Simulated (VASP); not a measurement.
VASP ran on this input.

### KPOINTS
```
K-points
0
gamma
6 6 6
```

### POSCAR
```
LiBr
3.8504650
  0.0000000000   0.7071068040   0.7071068040
  0.7071068040   0.0000000000   0.7071068040
  0.7071068040   0.7071068040   0.0000000000
Li Br
1 1
Cart
 -0.0010719739  -0.0003118341  -0.0022832479
  0.7081787779   0.7074186381   0.7093900519
```

### INCAR
```
! general
SYSTEM =LiBr
PREC   =Accurate
ENCUT  =240
LREAL  =.False.
LASPH  =.True.

! electronic loop
EDIFF  =1E-6
NELM   =100
ALGO   =Normal
LMAXMIX=4

! smearing
ISMEAR =1
SIGMA  =0.136

! ions
ISIF   =2

! output
LWAVE  =.False.
LCHARG =.False.
```

POTCAR, in this order: Li_sv Br (LDA.64 set). Program: vasp_std.

Problem. Translate this LDA calculation to Ansatz.

Solution. One equivalent input (not run):
Ansatz 0.2 input:
```yaml
crystal:
  lattice:
    - [0.0000000, 2.7226900, 2.7226900]
    - [2.7226900, 0.0000000, 2.7226900]
    - [2.7226900, 2.7226900, 0.0000000]
  atoms:
    - { symbol: Li, position: [-0.0010770, -0.0021520, 0.0006360] }
    - { symbol: Br, position: [0.5010770, 0.5021520, 0.4993640] }
kpoints:
  mp_grid: { grid: [6, 6, 6] }
hamiltonian:
  xc: lda
  pseudopotentials: { kind: paw }
scf:
  occupations: { method: methfessel_paxton, width: 0.136 }
  max_iter: 100
output: { forces: true, stress: true, eigenvalues: true }
```
The two are equivalent in intent, not identical: each code has its own PAW files, so the cut-off isn't converted (ENCUT is set for VASP's; basis.ecutwfc is left out, and Ansatz then takes the one that its files recommend); Ansatz stops its SCF on the density residual and VASP on the energy change (EDIFF); Ansatz's lda is the Perdew-Wang form, while the LDA potentials of VASP carry Perdew-Zunger's.

The structure comes from a computed database's LiBr entry; how it stands against other phases isn't given here. The cell was not relaxed at this level, atoms are displaced from their ideal sites. The run is one of a series of settings (ENCUT = 240, GGA removed, ISMEAR = 1, SIGMA = 0.136, KPOINTS 6×6×6 Γ-centred mesh, POTCAR Li_sv Br (LDA.64 set) against the base run), some of them coarse on purpose.
